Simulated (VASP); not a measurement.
An input for Quantum ESPRESSO's pw.x (written as the equivalent of a VASP run, and not itself run):

```
&CONTROL
  calculation = 'scf'
  pseudo_dir = './pseudo'
  outdir = './out'
  tprnfor = .true.
  tstress = .true.
/
&SYSTEM
  ibrav = 0
  nat = 8
  ntyp = 2
  ecutwfc = 80
  occupations = 'smearing'
  smearing = 'fermi-dirac'
  degauss = 0.00735
  input_dft = 'pz'
/
&ELECTRONS
  conv_thr = 7.3e-08
  electron_maxstep = 100
/
ATOMIC_SPECIES
  Hf 178.490 Hf.upf
  As 74.922 As.upf
CELL_PARAMETERS angstrom
     3.7867000    0.0000000    0.0000000
    -1.8933500    3.2793780    0.0000000
     0.0000000    0.0000000   12.6822800
ATOMIC_POSITIONS crystal
  Hf   0.3333330  0.6666670  0.3830700
  Hf   0.6666670  0.3333330  0.6169300
  Hf   0.6666670  0.3333330  0.8830700
  Hf   0.3333330  0.6666670  0.1169300
  As   0.6666670  0.3333330  0.2500000
  As   0.3333330  0.6666670  0.7500000
  As   0.0000000  0.0000000  0.5000000
  As   0.0000000  0.0000000  0.0000000
K_POINTS automatic
  5 5 2 0 0 0
```

Translate this input to VASP (INCAR, KPOINTS, POSCAR, choice of POTCAR).

One answer among several that fit: 
### INCAR
```
PREC=Accurate
SYSTEM=HfAs
NELM=100
ISMEAR=-1   ! Fermi-Dirac
ENCUT=300   ! plane-wave cut-off (eV)
SIGMA=0.1   ! width (eV)
LMAXMIX=6   ! l cut-off of mixed one-centre charges
LREAL=.False.
LWAVE=.False.
EDIFF=1E-6
ALGO=Normal   ! blocked Davidson
LCHARG=.False.
ISIF=2
LASPH=.True.   ! aspherical one-centre terms
```

### POSCAR
```
HfAs
1.0
  3.7867000000   0.0000000000   0.0000000000
 -1.8933500000   3.2793780000   0.0000000000
  0.0000000000   0.0000000000  12.6822800000
Hf As
4 4
Cartesian
 -0.0000018933   2.1862530931   4.8582009996
  1.8933518933   1.0931249069   7.8240790004
  1.8933518933   1.0931249069  11.1993409996
 -0.0000018933   2.1862530931   1.4829390004
  1.8933518933   1.0931249069   3.1705700000
 -0.0000018933   2.1862530931   9.5117100000
  0.0000000000   0.0000000000   6.3411400000
  0.0000000000   0.0000000000   0.0000000000
```

KPOINTS:
```
kpoints
0
gamma
 5 5 2
```

POTCAR, in this order: Hf_pv As (LDA.64 set). Program: vasp_std.

What does not carry over: the potentials are each code's own (VASP's PAW set, PseudoDojo norm-conserving files in pw.x), so ENCUT and ecutwfc are chosen apart and not converted; conv_thr bounds pw.x's estimated SCF error, while EDIFF bounds the energy change between steps.

The structure comes from a computed database's HfAs entry; how it stands against other phases isn't given here. The cell was not relaxed at this level. The k-mesh is coarse (spacing up to 0.38 per Å, 2π included), so the numbers may not be converged in it.
